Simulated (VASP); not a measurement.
An input for Quantum ESPRESSO's pw.x (written as the equivalent of a VASP run, and not itself run):

```
&CONTROL
  calculation = 'vc-relax'
  pseudo_dir = './pseudo'
  outdir = './out'
  tprnfor = .true.
  tstress = .true.
  nstep = 60
  forc_conv_thr = 0.00078
/
&SYSTEM
  ibrav = 0
  nat = 3
  ntyp = 2
  ecutwfc = 72
  occupations = 'smearing'
  smearing = 'gaussian'
  degauss = 0.003675
  input_dft = 'vdw-df-ob86'
/
&ELECTRONS
  conv_thr = 7.3e-08
  electron_maxstep = 100
/
&IONS
/
&CELL
/
ATOMIC_SPECIES
  Sn 118.710 Sn.upf
  S 32.060 S.upf
CELL_PARAMETERS angstrom
     1.8299695   -3.1696003    0.0000000
     1.8299695    3.1696003   -0.0000000
    -0.0000000    0.0000000    5.9088544
ATOMIC_POSITIONS crystal
  Sn   0.0000000  0.0000000  0.0000000
  S    0.3333330  0.6666670  0.2487272
  S    0.6666670  0.3333330  0.7512728
K_POINTS automatic
  6 6 4 0 0 0
```

Task: Write the VASP files for the same calculation (optB86b-vdW).

Result: This is not unique; one that fits is 
### KPOINTS
```
Automatic
0
G
6 6 4
```

**POSCAR**
```
SnS2
1
    1.8299694543    -3.1696003497     0.0000000000
    1.8299694543     3.1696003497    -0.0000000000
   -0.0000000000     0.0000000000     5.9088544401
Sn S
1 2
Direct
  0.0000000000   0.0000000000   0.0000000000
  0.3333330000   0.6666670000   0.2487271819
  0.6666670000   0.3333330000   0.7512728181
```

INCAR:
```
SYSTEM = SnS2
PREC = Accurate
ENCUT = 520
EDIFF = 1E-6
NELM = 100
ALGO = Normal
LREAL = .FALSE.
LASPH = .TRUE.
ISMEAR = 0
SIGMA = 0.05
GGA = MK
PARAM1 = 0.1234
PARAM2 = 1.0
LUSE_VDW = .TRUE.
AGGAC = 0.0
LMAXMIX = 4
LWAVE = .FALSE.
LCHARG = .FALSE.
IBRION = 2
ISIF = 3
NSW = 60
EDIFFG = -0.02
```

POTCAR, in this order: Sn_d S (PBE.64 set). Program: vasp_std.

The two are equivalent in intent, not identical: the potentials are each code's own (VASP's PAW set, PseudoDojo norm-conserving files in pw.x), so ENCUT and ecutwfc are chosen apart and not converted; conv_thr bounds pw.x's estimated SCF error, while EDIFF bounds the energy change between steps; forc_conv_thr acts on force components and is met together with etot_conv_thr.

The compound is SnS2 in the 1T layered structure. This run relaxes it. Symmetry was kept, so distortions that lower it aren't found. The start is the result of an earlier pass.
